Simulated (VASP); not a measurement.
A convergence study with VASP on KMgF₃ (cubic perovskite): one setting is varied, all else stays as given below, so the limit is that of these other settings.

```yaml
crystal:
  lattice:
    - [3.99000, 0.00000, 0.00000]
    - [0.00000, 3.99000, 0.00000]
    - [0.00000, 0.00000, 3.99000]
  atoms:
    - { symbol: K, position: [0.00000, 0.00000, 0.00000] }
    - { symbol: Mg, position: [0.50000, 0.50000, 0.50000] }
    - { symbol: F, position: [0.50000, 0.00000, 0.50000] }
    - { symbol: F, position: [0.00000, 0.50000, 0.50000] }
    - { symbol: F, position: [0.50000, 0.50000, 0.00000] }
```

Calculation: PBE GGA, VASP's PBE PAW potentials (set 64) (plane waves; VASP). The tightest run used: 700 eV cut-off, 14×14×14 Γ-centred mesh, Gaussian smearing of 0.050 eV, potentials K_sv Mg F.

```csv
setting,E (eV/atom),pressure (GPa),irreducible k-points
1×1×1 mesh,-4.2550,16.81,1
2×2×2 mesh,-4.8836,3.01,4
3×3×3 mesh,-4.8871,2.94,4
```

These are the cheaper rows. Estimate the results at 14×14×14 mesh, and how far the last row shown lies from them.

```json
[
 {"quantity": "E (eV/atom)", "tightest run": "-4.8871", "last row shown is off by": "0.0000"},
 {"quantity": "pressure (GPa)", "tightest run": "2.93", "last row shown is off by": "0.01"}
]
```

Left out are rungs that failed or repeat a setting and relaxations that didn't move; long series are thinned to 24 rows.

The compound is KMgF3 in the cubic perovskite structure. The cell was not relaxed at this level.
